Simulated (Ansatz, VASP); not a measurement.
# Ca11Al10O26 (glassy 69CaO-31Al2O3 (mol %)): VASP beside Ansatz, part 2 of 2

One calculation is typed for both programs; each brings its own data sets. How far apart do they land? Of the first pair: The structure shown is the start of the Ansatz relaxation below; VASP solves that cell, so the two are compared at the walk's first step.

VASP 6.6.1 and Ansatz 0.2.0.

So far. Step 3 (VASP: single point, PBEsol, start cell, pair 1): The run ends at a pressure of 2.94 GPa, with forces up to 2.5 eV/Å.

## 6. VASP: single point, PBEsol, relaxed cell, pair 2

Level of this step: PBEsol; plane waves and PAW (Ca_sv, Al, O) (VASP).

The same cell, functional and mesh now go to VASP, with its own data sets.

The input, INCAR:

```
SYSTEM = Ca11Al10O26
PREC = Accurate
ENCUT = 600
EDIFF = 1E-06
NELM = 120
ISMEAR = 0
SIGMA = 0.01
LREAL = Auto
ALGO = Normal
GGA = PS
NBANDS = 542
LORBIT = 11
LWAVE = .FALSE.
LCHARG = .FALSE.
ISIF = 2
LASPH = .TRUE.
GGA_COMPAT = .FALSE.
EFERMI = MIDGAP
```

The input, POSCAR:

```
Ca11Al10O26
1.0
   12.2610110000     -0.1602230000     -0.0542970000
   -0.1602230000     11.9144360000      0.1658040000
   -0.0542970000      0.1658040000     11.9990430000
Ca Al O
33 30 78
Direct
    0.7196800000      0.2772900000      0.6215200000
    0.1200100000      0.7623900000      0.5442200000
    0.1896200000      0.0518100000      0.7649600000
    0.7137300000      0.4606800000      0.3788200000
    0.9785600000      0.9790300000      0.6564000000
    0.9449700000      0.2091500000      0.5338900000
    0.8561900000      0.2599900000      0.2914200000
    0.4759600000      0.9637400000      0.4125700000
    0.2599800000      0.9177400000      0.0874800000
    0.4618200000      0.1529800000      0.6086200000
    0.4742700000      0.2006500000      0.0537300000
    0.4168100000      0.7066000000      0.1727200000
    0.6771600000      0.0840000000      0.9379300000
    0.0936400000      0.2904700000      0.7294000000
    0.5536600000      0.7282600000      0.9301400000
    0.8661800000      0.7048900000      0.3455000000
    0.5493600000      0.3302000000      0.8436000000
    0.0190600000      0.3856100000      0.0187300000
    0.9130500000      0.4707000000      0.5170100000
    0.6911900000      0.5860100000      0.1702700000
    0.6986800000      0.5934700000      0.6955000000
    0.0674300000      0.7520700000      0.1648500000
    0.0163000000      0.9483900000      0.9693600000
    0.9104100000      0.6402300000      0.9889800000
    0.1988600000      0.6008200000      0.0018100000
    0.6915500000      0.9786200000      0.6821900000
    0.9415500000      0.9640300000      0.3823600000
    0.5796300000      0.2304800000      0.3156600000
    0.1103600000      0.0887400000      0.2292000000
    0.4474300000      0.9597000000      0.8548400000
[... 105 atom lines left out ...]
    0.8057500000      0.3124300000      0.4590500000
    0.8450000000      0.0406500000      0.5230700000
    0.1334500000      0.7849900000      0.9668200000
    0.4010100000      0.6243800000      0.3489600000
    0.1450900000      0.6500300000      0.7904800000
    0.7408300000      0.4332900000      0.8076100000
```

The input, KPOINTS:

```
Automatic mesh
0
Gamma
1 1 1
0 0 0
```

Potentials, in the order of the species: Ca_sv, Al and O (PBE family, release 64).

The run is started by

```bash
export OMP_NUM_THREADS=3
mpirun -np 1 vasp_gam
```

Numbers of over 12 decimals in the logs are rounded to 6 here.

Log:

```text
[banner, memory and clock lines left out]
running    1 mpi-ranks, on    1 nodes
[...]
Offloading initialized ...    1 GPUs detected
[...]
[... a notice as in an earlier step ...]

 LDA part: xc-table for (Slater+PW92), standard interpolation
 POSCAR, INCAR and KPOINTS ok, starting setup
[...]
entering main loop
       N       E                     dE             d eps       ncg     rms          rms(c)
DAV:   1     0.128252203243E+05    0.12825E+05   -0.55095E+05  1084   0.192E+03
DAV:   2     0.492110475611E+03   -0.12333E+05   -0.11937E+05  1274   0.541E+02
DAV:   3    -0.106188117637E+04   -0.15540E+04   -0.15427E+04  1336   0.193E+02
DAV:   4    -0.113802269827E+04   -0.76142E+02   -0.75787E+02  1384   0.414E+01
[...]
DAV:  19    -0.101615356225E+04    0.11894E-05   -0.49188E-06  1112   0.501E-03    0.561E-03
DAV:  20    -0.101615356099E+04    0.12562E-05   -0.68000E-06  1104   0.441E-03    0.227E-03
DAV:  21    -0.101615356109E+04   -0.98076E-07   -0.11283E-06   688   0.201E-03
   1 F= -.10161536E+04 E0= -.10161536E+04  d E =0.000000E+00
```

OUTCAR, selected parts (step 6):

```text
  Total        3.5910442      3.3295031      3.3328350     -0.3177658      0.0985651      0.0018226
  in kB        3.2836194      3.0444684      3.0475151     -0.2905623      0.0901270      0.0016666
  external PRESSURE =       3.1252009 kB  Pullay stress =       0.0000000 kB

 POSITION                                       TOTAL-FORCE (eV/Angst)
 -----------------------------------------------------------------------------------
[...]
3.97063      8.71622      7.44604        -0.011430      0.018523     -0.017017
      9.52539      5.66554      0.47210         0.026769     -0.037892      0.021260
      2.25916      5.11879     11.80186        -0.001729     -0.014769     -0.009636
      2.75177      7.27696      5.66742         0.015529     -0.008622     -0.010755
      6.49413      3.90260      7.81992        -0.022136      0.014467      0.005224
      8.95156      7.97829     10.59769         0.003803      0.023121      0.001930
     10.71349      7.63947      8.30966         0.023071     -0.017863      0.013531
      7.86725     10.78695      5.35952         0.027753     -0.022245     -0.003828
      7.64751      1.35512      6.47581        -0.005013      0.013315     -0.009549
      7.90339      3.06751      0.08428         0.011921      0.005614     -0.008140
     11.76809      6.01362     10.16298         0.003321      0.003452      0.005371
      2.90314      9.22736      3.30051         0.000740     -0.020838      0.005710
      1.22806     10.46756      8.64226         0.012448     -0.019390      0.006855
[...]
-----------------------------------------------------------------------------------
    total drift:                               -0.019062      0.021379     -0.019977

  FREE ENERGIE OF THE ION-ELECTRON SYSTEM (eV)
  ---------------------------------------------------
  free  energy   TOTEN  =     -1016.1535610913 eV

  energy  without entropy=    -1016.1535610913  energy(sigma->0) =    -1016.15356109

[... 1 part as in an earlier step ...]

[... 2 further parts left out ...]
[key lines of the parts left out:]
E-fermi :   4.8566
```

The run ends at a pressure of 0.31 GPa, with forces up to 0.070 eV/Å.

## 7. Differences

What differs besides the data sets and the points named for the pairs above, as far as they apply: the cutoff is 420 eV in Ansatz and 600 eV in VASP (PREC = Accurate, projectors in real space). Total energies have different zeros and are not compared.

Compared:

| quantity | Ansatz | VASP | difference |
| --- | --- | --- | --- |
| pressure (GPa) | 0.00 | 0.31 | -0.31 |
| gap on the k mesh (eV) | 3.367 | 3.361 | +0.006 |

At this near-relaxed geometry the largest component of a force difference is 54 meV/Å. A gap on the mesh is an upper bound, since the band edges may lie between its points.

## 8. Results

| Item | Value |
| --- | --- |
| r.m.s. force difference (single point, PBEsol, start cell, pair 1) | 3.1 % of the r.m.s. force |
| r.m.s. force difference (single point, PBEsol, relaxed cell, pair 2) | 17 meV/Å |

**Reading.** The r.m.s. force difference is 17 meV/Å (single point, PBEsol, relaxed cell, pair 2), beyond the 12 meV/Å picked in this series as the mark of a large difference. What causes the difference of the single point, PBEsol, start cell, pair 1 pair stays open here. What causes the difference of the single point, PBEsol, relaxed cell, pair 2 pair stays open here. Such differences can come from data sets, numerical settings and the points named under the comparisons, not from the functional's error against experiment.

[Lines on the potential files, build, host, timing and source positions are cut from VASP's logs without a mark.]

[Logs are printed without paths, hosts, clocks, repeated set-up lines and the standing remarks that a program may print on its own settings, such as how far it seeks lower states.]

[Hosts, paths, dates, database ids (printed as entryN), source tags and the programs' standing remarks are cut or masked in the printed files.]
